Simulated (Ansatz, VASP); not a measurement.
## KLiB2: VASP beside Ansatz

Wanted: the spread between two codes on one cell, functional and k mesh. The cell is generated by rule, not measured, and may not be a known phase. The cell is taken from a series of runs on this material, whose earlier steps may have relaxed, scaled, displaced or heated it; both programs get it as it stands.

Main program and level: Ansatz 0.2.0; plane waves, with VASP 6.6.1 beside it; zone-centre phonons at PBE with D3(BJ).

The structure was built from a prototype and need not be the compound's stable phase.

**1. The structure**

The structure is hexagonal, space group P-6m2 (No. 187). The conventional cell has a = 4.798 Å, b = 4.798 Å, c = 3.165 Å, α = 90.00°, β = 90.00°, γ = 120.00°. Nearest to Li lie 3 B at 2.77 Å. K has 9 B at 2.77 to 3.19 Å and 2 K at 3.16 Å and 6 Li at 3.19 Å nearest. B has 4 B at 1.58 to 3.16 Å and 3 Li at 2.77 Å and 6 K at 3.19 Å nearest. Nearest to B lie 2 B at 1.58 Å and 3 K at 2.77 Å. Farther neighbours are not listed.

Coordinates:

```cif
data_structure
_symmetry_space_group_name_H-M 'P 1'
_symmetry_Int_Tables_number 1
_cell_length_a 4.7980
_cell_length_b 4.7980
_cell_length_c 3.1648
_cell_angle_alpha 90.000
_cell_angle_beta 90.000
_cell_angle_gamma 120.000
_cell_volume 63.09
loop_
_atom_site_label
_atom_site_type_symbol
_atom_site_fract_x
_atom_site_fract_y
_atom_site_fract_z
_atom_site_occupancy
Li1 Li 0.33333 0.66667 0.25000 1
K2 K 0.66667 0.33333 0.75000 1
B3 B 0.00000 0.00000 0.25000 1
B4 B 0.00000 0.00000 0.75000 1
```

**2. VASP: zone-centre phonons, PBE with D3(BJ)**

Second derivatives magnify differences that forces hide, and they need a tight electronic threshold.

Lines of VASP's logs that name or quote its potential files are left out, and so is its time.

INCAR reads:

```
SYSTEM = KLiB2
PREC = Accurate
ENCUT = 750
EDIFF = 1E-08
NELM = 120
ISMEAR = 1
SIGMA = 0.15
LREAL = .FALSE.
ALGO = Normal
GGA = PE
IVDW = 12
NBANDS = 15
LORBIT = 11
LWAVE = .FALSE.
LCHARG = .FALSE.
ISIF = 2
IBRION = 6
NFREE = 2
POTIM = 0.015
NSW = 1
LASPH = .TRUE.
GGA_COMPAT = .FALSE.
KPAR = 2
```

POSCAR reads:

```
KLiB2
1.0
    4.7979879418      0.0000028112      0.0000000000
   -2.3989964055      4.1551780390      0.0000000000
    0.0000000000      0.0000000000      3.1647645883
Li K B
1 1 2
Direct
    0.3333333333      0.6666666667      0.2500000000
    0.6666666667      0.3333333333      0.7500000000
    0.0000000000      0.0000000000      0.2500000000
    0.0000000000      0.0000000000      0.7500000000
```

KPOINTS reads:

```
Automatic mesh
0
Gamma
10 10 12
0 0 0
```

Potentials, in the order of the species: Li_sv, K_sv and B (PBE family, release 64).

Launch:

```
$ mpirun -np 2 vasp_std
```

Numbers of over 12 decimals in the logs are rounded to 6 here.

Output:

```text
[banner, memory and clock lines left out]
running    2 mpi-ranks, on    1 nodes
 distrk:  each k-point on    1 cores,    2 groups
 distr:  one band on    1 cores,    1 groups

 POSCAR found type information on POSCAR LiK B
 POSCAR found :  3 types and       4 ions
 LDA part: xc-table for (Slater+PW92), standard interpolation
 POSCAR, INCAR and KPOINTS ok, starting setup
 FFT: planning ... GRIDC
 FFT: planning ... GRID_SOFT
 FFT: planning ... GRID
 WAVECAR not read
 entering main loop
       N       E                     dE             d eps       ncg     rms          rms(c)
DAV:   1     0.107563067633E+03    0.10756E+03   -0.97414E+03  2940   0.145E+03
DAV:   2    -0.934587431826E+01   -0.11691E+03   -0.11107E+03  3536   0.325E+02
DAV:   3    -0.183319764523E+02   -0.89861E+01   -0.89350E+01  5724   0.626E+01
DAV:   4    -0.185273430355E+02   -0.19537E+00   -0.19509E+00  3739   0.103E+01
DAV:   5    -0.185366951233E+02   -0.93521E-02   -0.93515E-02  4815   0.152E+00    0.761E+00
DAV:   6    -0.157493504496E+02    0.27873E+01   -0.41190E+00  3472   0.116E+01    0.562E+00
DAV:   7    -0.154837146372E+02    0.26564E+00   -0.19341E+00  4090   0.622E+00    0.383E+00
DAV:   8    -0.155212458893E+02   -0.37531E-01   -0.33555E-01  3793   0.351E+00    0.756E-01
DAV:   9    -0.154962889190E+02    0.24957E-01   -0.68957E-02  3952   0.124E+00    0.185E-01
DAV:  10    -0.154968314388E+02   -0.54252E-03   -0.75274E-03  4482   0.427E-01    0.783E-02
DAV:  11    -0.154968675955E+02   -0.36157E-04   -0.46706E-04  3987   0.133E-01    0.281E-02
DAV:  12    -0.154968703165E+02   -0.27210E-05   -0.19464E-05  4246   0.338E-02    0.110E-02
DAV:  13    -0.154968703157E+02    0.76079E-09   -0.33706E-06  4814   0.121E-02    0.474E-03
DAV:  14    -0.154968699982E+02    0.31752E-06   -0.11566E-06  4113   0.593E-03    0.175E-03
DAV:  15    -0.154968699514E+02    0.46764E-07   -0.21736E-07  4176   0.314E-03    0.318E-04
DAV:  16    -0.154968699369E+02    0.14542E-07   -0.22728E-08  3811   0.102E-03    0.154E-04
DAV:  17    -0.154968699384E+02   -0.15477E-08   -0.88896E-10  2429   0.224E-04
   1 F= -.16297541E+02 E0= -.16297290E+02  d E =-.750644E-03
[... from here on, the cycles between the ionic steps are left out ...]
   2 F= -.16297414E+02 E0= -.16297165E+02  d E =-.747545E-03
   3 F= -.16297414E+02 E0= -.16297165E+02  d E =-.747540E-03
   9 F= -.16297498E+02 E0= -.16297248E+02  d E =-.750305E-03
  10 F= -.16297010E+02 E0= -.16296760E+02  d E =-.748716E-03
  11 F= -.16297010E+02 E0= -.16296760E+02  d E =-.748713E-03
  12 F= -.16293702E+02 E0= -.16293444E+02  d E =-.774167E-03
  13 F= -.16293702E+02 E0= -.16293444E+02  d E =-.774164E-03
  14 F= -.16296875E+02 E0= -.16296626E+02  d E =-.749028E-03
  15 F= -.16296875E+02 E0= -.16296626E+02  d E =-.749035E-03
  16 F= -.16294097E+02 E0= -.16293837E+02  d E =-.781713E-03
 Finite differences progress:
  Degree of freedom:   8/  8
  Displacement:        1/  2
  Total:              15/ 16
 bond charge predicted
       N       E                     dE             d eps       ncg     rms          rms(c)
DAV:   1    -0.154991412243E+02   -0.57141E-02   -0.67494E-01  4260   0.331E+00    0.375E-01
DAV:   2    -0.154945645571E+02    0.45767E-02   -0.10775E-02  5246   0.583E-01    0.186E-01
DAV:   3    -0.154934027686E+02    0.11618E-02   -0.50794E-03  4726   0.328E-01    0.309E-02
DAV:   4    -0.154934251703E+02   -0.22402E-04   -0.43869E-04  5428   0.101E-01    0.230E-02
DAV:   5    -0.154934274932E+02   -0.23229E-05   -0.12915E-05  5673   0.247E-02    0.498E-03
DAV:   6    -0.154934271055E+02    0.38771E-06   -0.13841E-06  5918   0.740E-03    0.111E-03
DAV:   7    -0.154934271314E+02   -0.25994E-07   -0.16632E-07  5739   0.305E-03    0.458E-04
DAV:   8    -0.154934271331E+02   -0.16460E-08   -0.69177E-09  3670   0.698E-04
  17 F= -.16294097E+02 E0= -.16293837E+02  d E =-.781707E-03
 Finite differences progress:
  Degree of freedom:   8/  8
  Displacement:        2/  2
  Total:              16/ 16
```

From OUTCAR (step 2):

```text
ion  position               nearest neighbor table
   1  0.333  0.667  0.250-   2 3.19   2 3.19   2 3.19   2 3.19   2 3.19   2 3.19
   2  0.667  0.333  0.750-   4 2.77   4 2.77   4 2.77   1 3.19   1 3.19   1 3.19   1 3.19   1 3.19
                             1 3.19
   3  0.000  0.000  0.250-   4 1.58   4 1.58
   4  0.000  0.000  0.750-   3 1.58   3 1.58   2 2.77   2 2.77   2 2.77

  LATTYP: Found a hexagonal cell.
 ALAT       =     4.7979879418
 C/A-ratio  =     0.6596024473

 Subroutine GETGRP returns: Found 12 space group operations
 (whereof  6 operations were pure point group operations)

The static configuration has the point symmetry C_3v.
 The point group associated with its full space group is D_3h.

 Found     98 irreducible k-points:

   k-points           NKPTS =     98   k-points in BZ     NKDIM =     98   number of bands    NBANDS=     15

   dimension x,y,z NGX =    48 NGY =   48 NGZ =   28
   dimension x,y,z NGXF=    96 NGYF=   96 NGZF=   56

   ENCUT  =  750.0 eV  55.12 Ry    7.42 a.u.  10.71 10.71  7.07*2*pi/ulx,y,z

   NELECT =      18.0000    total number of electrons

 k-points in reciprocal lattice and weights: Automatic mesh
   0.00000000  0.00000000  0.00000000       0.001
   0.10000000  0.00000000  0.00000000       0.005
   0.20000000  0.00000000  0.00000000       0.005
   0.30000000  0.00000000  0.00000000       0.005
   0.40000000  0.00000000  0.00000000       0.005
   0.50000000 -0.00000000  0.00000000       0.003
   0.10000000  0.10000000  0.00000000       0.005
   0.20000000  0.10000000  0.00000000       0.010
   0.30000000  0.10000000  0.00000000       0.010
[...]
14      10.1229      0.00000
    ...

 k-point     3 :       0.2000    0.0000    0.0000
  band No.  band energies     occupation
    ...
      5     -11.4492      2.00000
      6      -6.8606      2.00000
      7      -0.6581      2.00000
      8      -0.5875      2.00000
      9      -0.1023      2.00000
     10       4.0668     -0.00000
     11       5.3166     -0.00000
     12       6.4998      0.00000
     13       6.7615      0.00000
     14       9.8733      0.00000
    ...

 k-point     4 :       0.3000    0.0000    0.0000
  band No.  band energies     occupation
    ...
      5     -11.4472      2.00000
      6      -6.7100      2.00000
      7      -0.8765      2.00000
      8      -0.6632      2.00000
      9      -0.0376      2.00000
     10       4.2985     -0.00000
     11       5.3616     -0.00000
     12       6.6509      0.00000
     13       7.2146      0.00000
     14       9.5095      0.00000
    ...

 k-point     5 :       0.4000    0.0000    0.0000
  band No.  band energies     occupation
    ...
      5     -11.4457      2.00000
      6      -6.5861      2.00000
      7      -1.0765      2.00000
      8      -0.6684      2.00000
      9       0.0149      2.00000
     10       4.1200     -0.00000
     11       5.8021      0.00000
     12       6.7931      0.00000
     13       7.8334      0.00000
     14       9.1733      0.00000
    ...

 Edisp (eV)   -0.80067

  Total       0.04083     0.04083     0.03368    -0.00000     0.00000     0.00000
  in kB       1.03689     1.03689     0.85525    -0.00000     0.00000     0.00000
  external pressure =        0.98 kB  Pullay stress =        0.00 kB

  energy-cutoff  :      750.00
  volume of cell :       63.09
      direct lattice vectors                 reciprocal lattice vectors
     4.797987942  0.000002811  0.000000000     0.208420628  0.120331869  0.000000000
    -2.398996406  4.155178039  0.000000000    -0.000000141  0.240663493  0.000000000
     0.000000000  0.000000000  3.164764588     0.000000000  0.000000000  0.315979269

 POSITION                                       TOTAL-FORCE (eV/Angst)
 -----------------------------------------------------------------------------------
     -0.00000      2.77012      0.79119        -0.000000      0.000000      0.009485
      2.39899      1.38506      2.37357         0.000000      0.000000      0.018130
      0.00000      0.00000      0.79119        -0.000000     -0.000000     -0.486954
      0.00000      0.00000      2.35857        -0.000000      0.000000      0.459338
 -----------------------------------------------------------------------------------
    total drift:                               -0.000000      0.000000      0.000059

  FREE ENERGIE OF THE ION-ELECTRON SYSTEM (eV)
  ---------------------------------------------------
  free  energy   TOTEN  =       -16.2940974848 eV

  energy  without entropy=      -16.2933157781  energy(sigma->0) =      -16.29383692

 Eigenvectors and eigenvalues of the dynamical matrix
 ----------------------------------------------------

   1 f  =   38.309092 THz   240.703121 2PiTHz 1277.853744 cm-1   158.433601 meV
             X         Y         Z           dx          dy          dz
     -0.000002  2.770120  0.791191     0.000000   -0.000000   -0.016438
      2.398993  1.385061  2.373573    -0.000000    0.000000   -0.013115
      0.000000  0.000000  0.791191    -0.000000    0.000000    0.725776
      0.000000  0.000000  2.373573     0.000000   -0.000000   -0.687610

   2 f  =   14.146256 THz    88.883547 2PiTHz  471.868302 cm-1    58.504187 meV
             X         Y         Z           dx          dy          dz
     -0.000002  2.770120  0.791191    -0.095201    0.025809   -0.000000
      2.398993  1.385061  2.373573     0.122570   -0.033229   -0.000000
      0.000000  0.000000  0.791191     0.590827   -0.160174   -0.000000
      0.000000  0.000000  2.373573    -0.747243    0.202579   -0.000000

   3 f  =   14.146256 THz    88.883547 2PiTHz  471.868302 cm-1    58.504187 meV
             X         Y         Z           dx          dy          dz
     -0.000002  2.770120  0.791191    -0.025809   -0.095201   -0.000000
      2.398993  1.385061  2.373573     0.033229    0.122570   -0.000000
      0.000000  0.000000  0.791191     0.160174    0.590827    0.000000
      0.000000  0.000000  2.373573    -0.202579   -0.747243    0.000000

   4 f  =    8.570222 THz    53.848291 2PiTHz  285.871825 cm-1    35.443573 meV
             X         Y         Z           dx          dy          dz
     -0.000002  2.770120  0.791191    -0.266175    0.072163   -0.000000
      2.398993  1.385061  2.373573     0.612456   -0.166044   -0.000000
      0.000000  0.000000  0.791191    -0.605700    0.164212   -0.000000
      0.000000  0.000000  2.373573    -0.344540    0.093409   -0.000000

   5 f  =    8.570222 THz    53.848291 2PiTHz  285.871825 cm-1    35.443573 meV
             X         Y         Z           dx          dy          dz
     -0.000002  2.770120  0.791191     0.072163    0.266175    0.000000
      2.398993  1.385061  2.373573    -0.166044   -0.612456   -0.000000
      0.000000  0.000000  0.791191     0.164212    0.605700   -0.000000
      0.000000  0.000000  2.373573     0.093409    0.344540   -0.000000

   6 f  =    6.225444 THz    39.115619 2PiTHz  207.658463 cm-1    25.746356 meV
             X         Y         Z           dx          dy          dz
     -0.000002  2.770120  0.791191    -0.869186    0.235633    0.000000
      2.398993  1.385061  2.373573     0.060611   -0.016431    0.000000
      0.000000  0.000000  0.791191     0.258391   -0.070049    0.000000
      0.000000  0.000000  2.373573     0.324983   -0.088102    0.000000

   7 f  =    6.225444 THz    39.115619 2PiTHz  207.658463 cm-1    25.746356 meV
             X         Y         Z           dx          dy          dz
     -0.000002  2.770120  0.791191    -0.235633   -0.869186    0.000000
      2.398993  1.385061  2.373573     0.016431    0.060611   -0.000000
      0.000000  0.000000  0.791191     0.070049    0.258391   -0.000000
      0.000000  0.000000  2.373573     0.088102    0.324983   -0.000000

   8 f  =    4.248708 THz    26.695421 2PiTHz  141.721651 cm-1    17.571237 meV
             X         Y         Z           dx          dy          dz
     -0.000002  2.770120  0.791191    -0.000000    0.000000   -0.904142
      2.398993  1.385061  2.373573    -0.000000    0.000000    0.424180
      0.000000  0.000000  0.791191     0.000000    0.000000   -0.041229
      0.000000  0.000000  2.373573     0.000000    0.000000   -0.029992

   9 f  =    0.015745 THz     0.098929 2PiTHz    0.525200 cm-1     0.065116 meV
             X         Y         Z           dx          dy          dz
     -0.000002  2.770120  0.791191     0.000000   -0.000000    0.321737
      2.398993  1.385061  2.373573     0.000000   -0.000000    0.753801
      0.000000  0.000000  0.791191     0.000000   -0.000000    0.404932
      0.000000  0.000000  2.373573     0.000000   -0.000000    0.405339

  10 f/i=    0.003302 THz     0.020744 2PiTHz    0.110128 cm-1     0.013654 meV
             X         Y         Z           dx          dy          dz
     -0.000002  2.770120  0.791191    -0.149405    0.284402    0.000000
      2.398993  1.385061  2.373573    -0.353343    0.672611    0.000000
      0.000000  0.000000  0.791191    -0.185884    0.353841    0.000000
      0.000000  0.000000  2.373573    -0.185898    0.353868    0.000000

  11 f/i=    0.003302 THz     0.020744 2PiTHz    0.110128 cm-1     0.013654 meV
             X         Y         Z           dx          dy          dz
     -0.000002  2.770120  0.791191    -0.284402   -0.149405   -0.000000
      2.398993  1.385061  2.373573    -0.672611   -0.353343   -0.000000
      0.000000  0.000000  0.791191    -0.353841   -0.185884   -0.000000
      0.000000  0.000000  2.373573    -0.353868   -0.185898   -0.000000

  12 f/i=    2.121772 THz    13.331486 2PiTHz   70.774692 cm-1     8.774940 meV
             X         Y         Z           dx          dy          dz
     -0.000002  2.770120  0.791191    -0.000000   -0.000000    0.280613
      2.398993  1.385061  2.373573    -0.000000   -0.000000    0.501680
      0.000000  0.000000  0.791191    -0.000000   -0.000000   -0.554599
      0.000000  0.000000  2.373573    -0.000000   -0.000000   -0.601659

 ELASTIC MODULI CONTR FROM IONIC RELAXATION (kBar)
 Direction    XX          YY          ZZ          XY          YZ          ZX
 --------------------------------------------------------------------------------
 XX        -660.0862    660.0862      0.0000      0.0000     -0.0000     -0.0000
 YY         660.0862   -660.0862     -0.0000      0.0000      0.0000      0.0000
 ZZ           0.0000     -0.0000     -0.0000      0.0000      0.0000      0.0000
 XY           0.0000      0.0000      0.0000   -660.0862      0.0000     -0.0000
 YZ          -0.0000      0.0000      0.0000      0.0000     -0.0000     -0.0000
 ZX          -0.0000      0.0000      0.0000     -0.0000     -0.0000     -0.0000
 --------------------------------------------------------------------------------

 total charge
# of ion       s       p       d       tot
------------------------------------------
    1        2.016   0.041   0.000   2.057
    2        1.979   5.591   0.077   7.646
    3        0.721   1.222   0.000   1.943
    4        0.744   1.180   0.000   1.924
--------------------------------------------------
tot          5.460   8.034   0.077  13.570

[... 1 further part left out ...]
```

Dispersion corrections of this kind ignore metallic screening and tend to overbind metals.

Levels, forces or a CONTCAR printed for this step are those of its last displaced cell, not of the structure at rest.

(Continued in part 2 of 2.)

[Lines on the potential files, build, host, timing and source positions are cut from VASP's logs without a mark.]

[Logs are printed without paths, hosts, clocks, repeated set-up lines and the standing remarks that a program may print on its own settings, such as how far it seeks lower states.]

[Hosts, paths, dates, database ids (printed as entryN), source tags and the programs' standing remarks are cut or masked in the printed files.]
